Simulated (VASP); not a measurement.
# Lattice of Si2W across functionals and dispersion corrections

Which functional gives the lattice of Si2W as experiment finds it, and is a dearer one worth its cost? The levels: LDA, PBEsol, PBE, r2SCAN, PBE + D3(BJ), r2SCAN + rVV10, vdW-DF-cx and SCAN. LASPH is on for some levels and off for others; the table marks which. The start is a cell from a database of measured crystal structures.

Main program and level: VASP 6.6.1; LDA; plane waves and PAW (Si, W), in the first sound run; inputs show where later runs differ.

**Measured values to reproduce.**

“Giant magnetoresistance, Fermi surface topology, Shoenberg effect and vanishing quantum oscillations in type-II Dirac semimetal candidates MoSi2 and WSi2” (2022, arxiv:2202.05362) reports for WSi2, tetragonal MoSi2-type, by powder X-ray diffraction (Czochralski-grown material): lattice constant a 3.21395 Å; lattice constant c 7.83128 Å.

Most raw output is cut from this account.

## Step 1: Set-up

Before any relaxation, the start is as follows. It takes space group I4/mmm (No. 139, tetragonal). Conventional cell: a = 3.214 Å, b = 3.214 Å, c = 7.830 Å, α = 90.00°, β = 90.00°, γ = 90.00°. Nearest to Si lie 5 Si at 2.59 to 2.63 Å and 5 W at 2.62 Å. Nearest to W lie 10 Si at 2.62 Å. Farther neighbours are not listed.

## Step 2: Relaxation with LDA

Properties are meant for the cell that this level of theory prefers, so cell and atoms are relaxed first (ISIF = 3) until forces and stress are small; EDIFFG sets the threshold. LDA, the lowest rung, knows the local density alone.

File INCAR:

```
SYSTEM = Si2W
PREC = Accurate
ENCUT = 520
EDIFF = 1E-06
NELM = 100
ISMEAR = -1
SIGMA = 0.05
LREAL = .FALSE.
ALGO = Normal
GGA = CA
NBANDS = 13
LORBIT = 11
LWAVE = .FALSE.
LCHARG = .FALSE.
KPAR = 4
IBRION = 2
NSW = 60
ISIF = 3
EDIFFG = -0.01
```

File POSCAR:

```
Si2W
1.0
   -1.6069000000      1.6069000000      3.9149500000
    1.6069000000     -1.6069000000      3.9149500000
    1.6069000000      1.6069000000     -3.9149500000
Si W
2 1
Direct
    0.3347000000      0.3347000000      0.0000000000
    0.6653000000      0.6653000000      0.0000000000
    0.0000000000      0.0000000000      0.0000000000
```

File KPOINTS:

```
Automatic mesh
0
Gamma
10 10 10
0 0 0
```

Potentials, in the order of the species: Si and W (PBE family, release 64).

On the command line:

```sh
$ mpirun -np 4 vasp_std
```

Wall time 25 s (4 MPI ranks of Intel Xeon 6975P-C (Granite Rapids), shared host); peak memory 0.89 GiB.

The PAW data sets were made with PBE, though LDA sets exist; this is a small mismatch. The data set W keeps the semicore shell frozen, which is cheaper and a little less accurate. The run keeps the 16 symmetry operations of its start, so it cannot find a distortion of lower symmetry.

Relaxation path:

| step | energy less that of the first step (eV) | largest force (eV/Å) | pressure (GPa) | volume (Å³) |
| --- | --- | --- | --- | --- |
| 1 | 0.0000 | 0.0643 | -4.23 | 40.44 |
| 2 | 0.0278 | 0.1598 | 9.16 | 38.39 |
| 3 | -0.0096 | 0.0065 | -0.05 | 39.73 |
| 4 | -0.0096 | 0.0079 | 0.03 | 39.72 |
| 5 | -0.0096 | 0.0032 | 0.04 | 39.71 |
| 6 | -0.0096 | 0.0044 | 0.04 | 39.71 |

| conventional cell, symmetrised | before | after | change |
| --- | --- | --- | --- |
| a (Å) | 3.214 | 3.193 | -0.6 % |
| b (Å) | 3.214 | 3.193 | -0.6 % |
| c (Å) | 7.830 | 7.790 | -0.5 % |
| volume (Å³/atom) | 13.48 | 13.24 | -1.8 % |

Final coordinates:

```xyz
3
Lattice="-1.5965 1.5965 3.8952 1.5965 -1.5965 3.8952 1.5965 1.5965 -3.8952" Properties=species:S:1:pos:R:3 pbc="T T T"
Si    0.0000    0.0000    2.6083
Si    0.0000    0.0000    5.1821
W     0.0000    0.0000    0.0000
```

This step gave:

```
electrons                       : 14
bands                           : 13
irreducible k-points            : 102
symmetry operations             : 16
free energy (TOTEN)             : -27.36 eV
energy at zero smearing         : -27.36 eV
Fermi energy                    : 10.54 eV
pressure                        : 0.03629 GPa
metallic                        : yes
SCF cycles over all ionic steps : 37
```

It ends with a largest force of 0.004 eV/Å and a pressure of 0.04 GPa. The volume lies -1.8 % from that of the database's start, which holds the thermal and zero-point expansion of its experiment. The conventional cell has a = 3.193 and c = 7.790 Å.

## Step 3: Relaxation with PBEsol

This step: PBEsol; plane waves and PAW (Si, W) (VASP 6.6.1).

PBEsol restores the gradient expansion of exchange and is tuned for the cells of solids.

INCAR: that of step 2 with these lines changed.

```diff
@@ -9,3 +9,3 @@
 ALGO = Normal
-GGA = CA
+GGA = PS
 NBANDS = 13
```

POSCAR is that of step 2.

KPOINTS is that of step 2.

On the command line:

```sh
$ mpirun -np 4 vasp_std
```

Run time: 25 s. Hardware: 4 MPI ranks; peak memory 0.99 GiB; 97 s of CPU time.

The PAW data sets were made with PBE, which is usual practice but a small mismatch for other functionals.

Relaxation path:

| step | energy less that of the first step (eV) | largest force (eV/Å) | pressure (GPa) | volume (Å³) |
| --- | --- | --- | --- | --- |
| 1 | 0.0000 | 0.0079 | -2.24 | 40.44 |
| 2 | 0.0070 | 0.0807 | 4.50 | 39.34 |
| 3 | -0.0027 | 0.0221 | 0.02 | 40.05 |
| 4 | -0.0027 | 0.0216 | -0.03 | 40.06 |
| 5 | -0.0028 | 0.0040 | -0.06 | 40.06 |
| 6 | -0.0028 | 0.0078 | -0.05 | 40.06 |

| conventional cell, symmetrised | before | after | change |
| --- | --- | --- | --- |
| a (Å) | 3.214 | 3.202 | -0.4 % |
| b (Å) | 3.214 | 3.202 | -0.4 % |
| c (Å) | 7.830 | 7.815 | -0.2 % |
| volume (Å³/atom) | 13.48 | 13.35 | -0.9 % |

Final coordinates:

```xyz
3
Lattice="-1.6009 1.6009 3.9074 1.6009 -1.6009 3.9074 1.6009 1.6009 -3.9074" Properties=species:S:1:pos:R:3 pbc="T T T"
Si    0.0000    0.0000    2.6150
Si    0.0000    0.0000    5.1997
W     0.0000    0.0000    0.0000
```

This step gave:

```
free energy (TOTEN)             : -26.72 eV
energy at zero smearing         : -26.72 eV
Fermi energy                    : 10.56 eV
pressure                        : -0.05025 GPa
SCF cycles over all ionic steps : 33
```

It ends at 13.35 Å³/atom, -0.9 % from the start, with -0.05 GPa left. The conventional cell has a = 3.202 and c = 7.815 Å.

## Step 4: Relaxation with PBE

This step: PBE; plane waves and PAW (Si, W) (VASP 6.6.1).

PBE, the usual starting point, adds the gradient of the density.

INCAR: that of step 3 with these lines changed.

```diff
@@ -9,3 +9,3 @@
 ALGO = Normal
-GGA = PS
+GGA = PE
 NBANDS = 13
```

POSCAR is that of step 3.

KPOINTS is that of step 3.

On the command line:

```sh
$ mpirun -np 4 vasp_std
```

It took 24 s on 4 MPI ranks; peak memory 0.98 GiB; 90 s of CPU time.

Relaxation path:

| step | energy less that of the first step (eV) | largest force (eV/Å) | pressure (GPa) | volume (Å³) |
| --- | --- | --- | --- | --- |
| 1 | 0.0000 | 0.0370 | 2.67 | 40.44 |
| 2 | 0.0091 | 0.0858 | -4.58 | 41.76 |
| 3 | -0.0038 | 0.0078 | 0.01 | 40.90 |
| 4 | -0.0038 | 0.0070 | 0.05 | 40.89 |
| 5 | -0.0038 | 0.0016 | 0.05 | 40.89 |

| conventional cell, symmetrised | before | after | change |
| --- | --- | --- | --- |
| a (Å) | 3.214 | 3.226 | +0.4 % |
| b (Å) | 3.214 | 3.226 | +0.4 % |
| c (Å) | 7.830 | 7.857 | +0.3 % |
| volume (Å³/atom) | 13.48 | 13.63 | +1.1 % |

Final coordinates:

```xyz
3
Lattice="-1.6131 1.6131 3.9286 1.6131 -1.6131 3.9286 1.6131 1.6131 -3.9286" Properties=species:S:1:pos:R:3 pbc="T T T"
Si    0.0000    0.0000    2.6295
Si    0.0000    0.0000    5.2277
W     0.0000    0.0000    0.0000
```

It ends at 13.63 Å³/atom, +1.1 % from the start, with 0.05 GPa left. The conventional cell has a = 3.226 and c = 7.857 Å.

## Step 5: Relaxation with r2SCAN

This step: r2SCAN; plane waves and PAW (Si, W) (VASP 6.6.1).

r2SCAN adds the kinetic-energy density, costs more than a GGA and is run with LASPH.

INCAR: that of step 4 with these lines changed.

```diff
@@ -9,3 +9,4 @@
 ALGO = Normal
-GGA = PE
+METAGGA = R2SCAN
+LASPH = .TRUE.
 NBANDS = 13
```

POSCAR is that of step 4.

KPOINTS is that of step 4.

On the command line:

```sh
$ mpirun -np 4 vasp_std
```

Elapsed: 1.8 min, on 4 MPI ranks; peak memory 1 GiB; 7.2 min of CPU time.

Step by step:

| step | energy less that of the first step (eV) | largest force (eV/Å) | pressure (GPa) | volume (Å³) |
| --- | --- | --- | --- | --- |
| 1 | 0.0000 | 0.0863 | -1.92 | 40.44 |
| 2 | 0.0066 | 0.0838 | 4.21 | 39.50 |
| 3 | -0.0024 | 0.0302 | 0.09 | 40.11 |
| 4 | -0.0024 | 0.0296 | 0.13 | 40.11 |
| 5 | -0.0025 | 0.0014 | 0.01 | 40.14 |
| 6 | -0.0025 | 0.0073 | 0.02 | 40.13 |
| 7 | -0.0025 | 0.0084 | 0.03 | 40.13 |

| conventional cell, symmetrised | before | after | change |
| --- | --- | --- | --- |
| a (Å) | 3.214 | 3.209 | -0.1 % |
| b (Å) | 3.214 | 3.209 | -0.1 % |
| c (Å) | 7.830 | 7.793 | -0.5 % |
| volume (Å³/atom) | 13.48 | 13.38 | -0.8 % |

Final coordinates:

```xyz
3
Lattice="-1.6046 1.6046 3.8967 1.6046 -1.6046 3.8967 1.6046 1.6046 -3.8967" Properties=species:S:1:pos:R:3 pbc="T T T"
Si    0.0000    0.0000    2.6109
Si    0.0000    0.0000    5.1825
W     0.0000    0.0000    0.0000
```

It ends at 13.38 Å³/atom, -0.8 % from the start, with 0.03 GPa left. The conventional cell has a = 3.209 and c = 7.793 Å.

## Step 6: Relaxation with PBE + D3(BJ)

This step: PBE with D3(BJ); plane waves and PAW (Si, W) (VASP 6.6.1).

A dispersion term adds the long-range attraction that semilocal functionals lack. D3 with Becke-Johnson damping keeps a finite attraction at short range.

INCAR: that of step 5 with these lines changed.

```diff
@@ -9,4 +9,4 @@
 ALGO = Normal
-METAGGA = R2SCAN
-LASPH = .TRUE.
+GGA = PE
+IVDW = 12
 NBANDS = 13
```

POSCAR is that of step 5.

KPOINTS is that of step 5.

On the command line:

```sh
$ mpirun -np 4 vasp_std
```

Elapsed: 32 s, on 4 MPI ranks; peak memory 1 GiB; 2.1 min of CPU time.

Dispersion corrections of this kind ignore metallic screening and tend to overbind metals.

It ends at 13.22 Å³/atom, -1.9 % from the start, with -0.06 GPa left. The conventional cell has a = 3.191 and c = 7.793 Å. Against plain PBE, the dispersion term moves a by -1.1 % and c by -0.8 %.

## Step 7: Relaxation with r2SCAN + rVV10

This step: r2SCAN with rVV10; plane waves and PAW (Si, W) (VASP 6.6.1).

LUSE_VDW switches on a nonlocal correlation term for dispersion.

INCAR: that of step 6 with these lines changed.

```diff
@@ -9,4 +9,8 @@
 ALGO = Normal
-GGA = PE
-IVDW = 12
+METAGGA = R2SCAN
+LUSE_VDW = .TRUE.
+IVDW_NL = 2
+BPARAM = 11.95
+CPARAM = 0.0093
+LASPH = .TRUE.
 NBANDS = 13
```

POSCAR is that of step 6.

KPOINTS is that of step 6.

On the command line:

```sh
$ mpirun -np 4 vasp_std
```

Elapsed: 3.5 min, on 4 MPI ranks; peak memory 1.7 GiB; 14 min of CPU time.

It ends at 13.34 Å³/atom, -1.0 % from the start, with -0.02 GPa left. The conventional cell has a = 3.206 and c = 7.790 Å. Against plain r2SCAN, the dispersion term moves a by -0.1 % and c by -0.0 %.

## Step 8: Relaxation with vdW-DF-cx

This step: vdW-DF-cx; plane waves and PAW (Si, W) (VASP 6.6.1).

vdW-DF-cx takes its exchange from the same plasmon model as its correlation.

INCAR: that of step 7 with these lines changed.

```diff
@@ -9,7 +9,5 @@
 ALGO = Normal
-METAGGA = R2SCAN
+GGA = CX
+AGGAC = 0
 LUSE_VDW = .TRUE.
-IVDW_NL = 2
-BPARAM = 11.95
-CPARAM = 0.0093
 LASPH = .TRUE.
```

POSCAR is that of step 7.

KPOINTS is that of step 7.

On the command line:

```sh
$ mpirun -np 4 vasp_std
```

Elapsed: 1.8 min, on 4 MPI ranks; peak memory 2 GiB.

It ends at 13.50 Å³/atom, +0.2 % from the start, with -0.03 GPa left. The conventional cell has a = 3.215 and c = 7.837 Å.

## Step 9: Relaxation with SCAN

This step: SCAN; plane waves and PAW (Si, W) (VASP 6.6.1).

SCAN adds the kinetic-energy density; it is numerically more delicate than r2SCAN.

INCAR: that of step 8 with these lines changed.

```diff
@@ -9,5 +9,3 @@
 ALGO = Normal
-GGA = CX
-AGGAC = 0
-LUSE_VDW = .TRUE.
+METAGGA = SCAN
 LASPH = .TRUE.
```

POSCAR is that of step 8.

KPOINTS is that of step 8.

On the command line:

```sh
$ mpirun -np 4 vasp_std
```

Wall time 2.3 min (4 MPI ranks); peak memory 1 GiB; 9.1 min of CPU time.

It ends at 13.28 Å³/atom, -1.5 % from the start, with -0.06 GPa left. The conventional cell has a = 3.197 and c = 7.797 Å.

## Step 10: The cells as a table

This step: relaxed cells at several levels; plane waves and PAW (VASP 6.6.1).

This step runs nothing: it gathers the runs above.

Lengths are those of the conventional cell; cost is the wall time of each run, as given at its step, times its ranks, without the set-up around it; LASPH differs between rows, which moves results and costs too. Results by level, by row:

| level | volume (Å³/atom) | change from the start (%) | a (Å) | c (Å) | cost (core minutes) | LASPH |
| --- | --- | --- | --- | --- | --- | --- |
| LDA | 13.24 | -1.8 | 3.193 | 7.79 | 1.67 | off |
| PBEsol | 13.35 | -0.9 | 3.202 | 7.815 | 1.67 | off |
| PBE | 13.63 | 1.1 | 3.226 | 7.857 | 1.6 | off |
| r2SCAN | 13.38 | -0.8 | 3.209 | 7.793 | 7.2 | on |
| PBE + D3(BJ) | 13.22 | -1.9 | 3.191 | 7.793 | 2.13 | off |
| r2SCAN + rVV10 | 13.34 | -1 | 3.206 | 7.79 | 14 | on |
| vdW-DF-cx | 13.5 | 0.2 | 3.215 | 7.837 | 7.13 | on |
| SCAN | 13.28 | -1.5 | 3.197 | 7.797 | 9.2 | on |

## Step 11: Outcome

```
volume, LDA            : 13.24 Å³/atom
volume, PBEsol         : 13.35 Å³/atom
volume, PBE            : 13.63 Å³/atom
volume, r2SCAN         : 13.38 Å³/atom
volume, PBE + D3(BJ)   : 13.22 Å³/atom
volume, r2SCAN + rVV10 : 13.34 Å³/atom
volume, vdW-DF-cx      : 13.50 Å³/atom
volume, SCAN           : 13.28 Å³/atom
```

For Si2W the levels give volumes between 13.22 Å³/atom (PBE + D3(BJ)) and 13.63 Å³/atom (PBE), a spread of 3.1 %, while the cost of the finished runs spans a factor of 8.8. Within 1 % of experiment on every length: LDA, PBEsol, PBE, r2SCAN, PBE + D3(BJ), r2SCAN + rVV10, vdW-DF-cx and SCAN. The nearest, vdW-DF-cx, took 4.5 times the core time of PBE and lowers the largest miss from 0.38 to 0.08 %. Thermal and zero-point expansion, often some tenths of a per cent in length, bear on this order: with the measured lengths lowered by an assumed 0.4 % the nearest becomes SCAN. The costs hold the number of ionic steps as well as the price of the functional. The closing table has room for seven levels; SCAN stands in the table of levels alone. Adding D3(BJ) to PBE changes the volume by -3.0 % (a by -1.1 % and c by -0.8 %). Adding rVV10 to r2SCAN changes the volume by -0.3 % (a by -0.1 % and c by -0.0 %). Pairwise corrections of the D and TS kind ignore the screening in a metal, so they may overbind here. Within 0.02 Å all end in space group I4/mmm; the runs can't lower the symmetry of the start. Spin-orbit coupling is left out. LASPH is on for some levels and off for others, so differences between them are not the functional's alone. Each is a single relaxation on the plane waves of the start cell, so larger changes of volume carry a basis-set error that was not tested here.

Calculation against experiment:

| quantity | measured | LDA | PBEsol | PBE | r2SCAN | PBE + D3(BJ) | r2SCAN + rVV10 | vdW-DF-cx |
| --- | --- | --- | --- | --- | --- | --- | --- | --- |
| lattice constant a (Å) | 3.21395 | 3.193 (-0.7 %) | 3.202 (-0.4 %) | 3.226 (+0.4 %) | 3.209 (-0.1 %) | 3.191 (-0.7 %) | 3.206 (-0.2 %) | 3.215 (+0.0 %) |
| lattice constant c (Å) | 7.83128 | 7.790 (-0.5 %) | 7.815 (-0.2 %) | 7.857 (+0.3 %) | 7.793 (-0.5 %) | 7.793 (-0.5 %) | 7.790 (-0.5 %) | 7.837 (+0.1 %) |

Measured values from arxiv:2202.05362 (2022).

Verdict: For the lattice constant a, of the levels listed nearest comes vdW-DF-cx (+0.0 %, good agreement) and farthest PBE + D3(BJ) (-0.7 %, fair agreement). For the lattice constant c, of the levels listed nearest comes vdW-DF-cx (+0.1 %, good agreement) and farthest r2SCAN + rVV10 (-0.5 %, good agreement). The grades are ours: good and fair within 0.7 and 1.5 % for the lattice constant a and 0.8 and 2 % for the lattice constant c. For lattice constants the calculation has a static lattice, without zero-point motion or thermal expansion.

[Lines on the potential files, build, host, timing and source positions are cut from VASP's logs without a mark.]

[Logs are printed without paths, hosts, clocks, repeated set-up lines and the standing remarks that a program may print on its own settings, such as how far it seeks lower states.]

[Hosts, paths, dates, database ids (printed as entryN), source tags and the programs' standing remarks are cut or masked in the printed files.]

[A measured line is paired with the nearest computed mode of its activity, which favours agreement.]
